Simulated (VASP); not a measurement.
Output of a VASP run:

OSZICAR:
```
       N       E                     dE             d eps       ncg     rms          rms(c)
DAV:   1     0.623895870518E+02    0.62390E+02   -0.43137E+03   846   0.912E+02
DAV:   2     0.742108460501E+00   -0.61647E+02   -0.60590E+02  1057   0.155E+02
DAV:   3    -0.161660351485E+01   -0.23587E+01   -0.23518E+01  1044   0.366E+01
DAV:   4    -0.167292816090E+01   -0.56325E-01   -0.56268E-01  1392   0.457E+00
DAV:   5    -0.167402715419E+01   -0.10990E-02   -0.10989E-02  1143   0.398E-01    0.160E+00
DAV:   6    -0.167630123905E+01   -0.22741E-02   -0.35426E-03  1228   0.698E-01    0.960E-01
DAV:   7    -0.167922128308E+01   -0.29200E-02   -0.99174E-03   907   0.128E+00    0.535E-02
DAV:   8    -0.167953324633E+01   -0.31196E-03   -0.50696E-04  1246   0.200E-01    0.306E-02
DAV:   9    -0.167954955495E+01   -0.16309E-04   -0.16501E-05  1198   0.373E-02    0.870E-03
DAV:  10    -0.167955406975E+01   -0.45148E-05   -0.12618E-05  1073   0.301E-02    0.121E-03
DAV:  11    -0.167955401047E+01    0.59289E-07   -0.57335E-07  1325   0.561E-03
   1 F= -.16795540E+01 E0= -.16794305E+01  d E =-.370448E-03
```

### OUTCAR
```
------------------------ aborting loop because EDIFF is reached ----------------------------------------
  FORCE on cell =-STRESS in cart. coord.  units (eV):
  Direction    XX          YY          ZZ          XY          YZ          ZX
  --------------------------------------------------------------------------------------
  Total        0.2144741      0.2144741      0.2144741      0.0000000     -0.0000000     -0.0000000
  in kB        5.3135862      5.3135862      5.3135862      0.0000000     -0.0000000     -0.0000000
  external PRESSURE =       5.3135862 kB  Pullay stress =       0.0000000 kB
  volume of cell :       64.67
      direct lattice vectors                 reciprocal lattice vectors
    -2.528594871  2.528594871  2.528594871     0.000000000  0.197738280  0.197738280
     2.528594871 -2.528594871  2.528594871     0.197738280  0.000000000  0.197738280
     2.528594871  2.528594871 -2.528594871     0.197738280  0.197738280  0.000000000
 POSITION                                       TOTAL-FORCE (eV/Angst)
 -----------------------------------------------------------------------------------
      0.00000      0.00000      0.00000         0.000000      0.000000     -0.000000
 -----------------------------------------------------------------------------------
    total drift:                               -0.000000      0.000000      0.000000
  FREE ENERGIE OF THE ION-ELECTRON SYSTEM (eV)
  ---------------------------------------------------
  free  energy   TOTEN  =        -1.6795540105 eV

  energy  without entropy=       -1.6791835621  energy(sigma->0) =       -1.67943053
```
(Selected blocks of OUTCAR.)

File POSCAR:
```
Ba
1
   -2.5285948713     2.5285948713     2.5285948713
    2.5285948713    -2.5285948713     2.5285948713
    2.5285948713     2.5285948713    -2.5285948713
Ba
1
Direct
  0.0000000000   0.0000000000   0.0000000000
```

Task: Write an INCAR and KPOINTS that could have produced this output.

Result: This is not unique; one that fits is the input of the run itself, RPBE GGA, plane waves, VASP's PBE PAW potentials (set 64).

### KPOINTS
```
Automatic mesh
0
G
 10 10 10
```

INCAR:
```
SYSTEM = Ba
PREC = Accurate; ENCUT = 520; LREAL = .False.
LASPH = .True.
EDIFF = 1E-7; NELM = 100; ALGO = Normal
LMAXMIX = 4
ISMEAR = 1; SIGMA = 0.1
GGA = RP
ISIF = 2
LWAVE = .False.; LCHARG = .False.
```

POTCAR, in this order: Ba_sv (PBE.64 set). Program: vasp_std.

The compound is Ba in the bcc structure. This cell is one point of a volume scan, at 0.94 of the reference volume.
